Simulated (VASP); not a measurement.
The input files of a VASP run:

### INCAR
```
SYSTEM  =  PtS2
PREC  =  Accurate; ENCUT  =  520; LREAL  =  .FALSE.
LASPH  =  .TRUE.
EDIFF  =  1E-7; NELM  =  100; ALGO  =  Normal
LMAXMIX  =  6
ISMEAR  =  -5
GGA  =  MK; LUSE_VDW  =  .TRUE.; AGGAC  =  0.0
PARAM1  =  0.1234; PARAM2  =  1.0
ISIF  =  2
LWAVE  =  .FALSE.; LCHARG  =  .TRUE.; LORBIT  =  11
NEDOS  =  601
LEFG  =  .TRUE.
```

**POSCAR**
```
PtS2
1
    1.7926132177    -3.1048972446     0.0000000000
    1.7926132177     3.1048972446     0.0000000000
    0.0000000000     0.0000000000     4.8730992812
Pt S
1 2
Direct
  0.0000000000   0.0000000000   0.0000000000
  0.3333330000   0.6666670000   0.2506915291
  0.6666670000   0.3333330000   0.7493084709
```

**KPOINTS**
```
Automatic mesh
0
Gamma
8 8 5
0 0 0
```

POTCAR, in this order: Pt S (PBE.64 set). Program: vasp_std.

Translate this optB86b-vdW calculation to Quantum ESPRESSO's pw.x.

One equivalent input (not run):
```
&CONTROL
  calculation = 'scf'
  pseudo_dir = './pseudo'
  outdir = './out'
  tprnfor = .true.
  tstress = .true.
/
&SYSTEM
  ibrav = 0
  nat = 3
  ntyp = 2
  ecutwfc = 84
  occupations = 'tetrahedra'
  input_dft = 'vdw-df-ob86'
/
&ELECTRONS
  conv_thr = 7.3e-09
  electron_maxstep = 100
/
ATOMIC_SPECIES
  Pt 195.084 Pt.upf
  S 32.060 S.upf
CELL_PARAMETERS angstrom
     1.7926132   -3.1048972    0.0000000
     1.7926132    3.1048972    0.0000000
     0.0000000    0.0000000    4.8730993
ATOMIC_POSITIONS crystal
  Pt   0.0000000  0.0000000  0.0000000
  S    0.3333330  0.6666670  0.2506915
  S    0.6666670  0.3333330  0.7493085
K_POINTS automatic
  8 8 5 0 0 0
```
What does not carry over: the potentials are each code's own (VASP's PAW set, PseudoDojo norm-conserving files in pw.x), so ENCUT and ecutwfc are chosen apart and not converted; conv_thr bounds pw.x's estimated SCF error, while EDIFF bounds the energy change between steps; the field gradients of LEFG aren't asked of the other code.

The compound is PtS2 in the 1T layered structure. It was relaxed first.
